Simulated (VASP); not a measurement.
Here is the system:

```yaml
crystal:
  lattice:
    - [2.00912, -3.32165, 0.00000]
    - [2.00912, 3.32165, 0.00000]
    - [0.00000, 0.00000, 5.12339]
  atoms:
    - { symbol: Ni, position: [0.00000, 0.00000, 0.50000] }
    - { symbol: Ni, position: [0.00000, 0.00000, 0.00000] }
    - { symbol: Sb, position: [0.33333, 0.66667, 0.25000] }
    - { symbol: Sb, position: [0.67971, 0.34637, 0.75000] }
```

The numbers are results of PBE GGA + U (Dudarev), VASP's PBE PAW potentials (set 64) (plane waves; VASP), not measurements. Settings: 400 eV cut-off, 8×8×6 Γ-centred mesh, first-order Methfessel-Paxton smearing of 0.10 eV, potentials Ni Sb, U − J: Ni 4.00 eV.

Which forces act on the atoms, in eV/Å?

```
atom      Fx      Fy      Fz
----  ------  ------  ------
Ni1    0.138   0.010  -0.010
Ni2    0.138   0.010   0.010
Sb3    0.025  -0.273   0.000
Sb4   -0.301   0.253   0.000
```

Give the stress tensor in GPa (positive for a compressed cell).

```
-3.25   0.65   0.00
 0.65   3.06   0.00
 0.00   0.00   0.29
```
The pressure is its mean diagonal, 0.03 GPa.

The compound is NiSb in the NiAs type structure. The cell was not relaxed at this level, atoms are displaced from their ideal sites. The run is one of a series of settings (LDAU = .TRUE., LDAUJ = 0 0, LDAUL = 2 -1, LDAUTYPE = 2, LDAUU = 4.0 0 against the base run), some of them coarse on purpose. The run is not spin-polarised, so no magnetic state was tried.
